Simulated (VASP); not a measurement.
Method: PBEsol GGA, VASP's PBE PAW potentials (set 64) (plane waves; VASP).

VASP input:

### KPOINTS
```
Automatic mesh
0
Gamma
6 6 6
0 0 0
```

File POSCAR:
```
Na2S
1
    0.0000000000     3.2700000000     3.2700000000
    3.2700000000     0.0000000000     3.2700000000
    3.2700000000     3.2700000000     0.0000000000
Na S
2 1
Direct
  0.2500000000   0.2500000000   0.2500000000
  0.7500000000   0.7500000000   0.7500000000
  0.0000000000   0.0000000000   0.0000000000
```

**INCAR**
```
! general
SYSTEM = Na2S
PREC   = Accurate
ENCUT  = 400
LREAL  = F   ! projection in real space or not
LASPH  = T   ! aspherical one-centre terms

! electronic loop
EDIFF  = 1E-6
NELM   = 100   ! most electronic steps
ALGO   = Normal

! smearing
ISMEAR = 0
SIGMA  = 0.05   ! width (eV)

! functional
GGA    = PS

! ions
IBRION = 2   ! conjugate gradients
NSW    = 60   ! most ionic steps
ISIF   = 3   ! ions, shape and volume
EDIFFG = -0.01   ! ionic stop

! output
LWAVE  = F
LCHARG = F
```

POTCAR, in this order: Na_pv S (PBE.64 set). Program: vasp_std.

Task: What will the output report for the number of irreducible k-points (NKPTS), number of bands (NBANDS), largest plane-wave count, number of space-group operations, FFT grid (NGX, NGY, NGZ)?

Result: 
- number of irreducible k-points (NKPTS): 16
- number of bands (NBANDS): 14
- largest plane-wave count: 1303
- number of space-group operations: 48
- FFT grid (NGX, NGY, NGZ): 30 × 30 × 30

The compound is Na2S in the antifluorite structure. This run relaxes it. Symmetry was kept, so distortions that lower it aren't found.
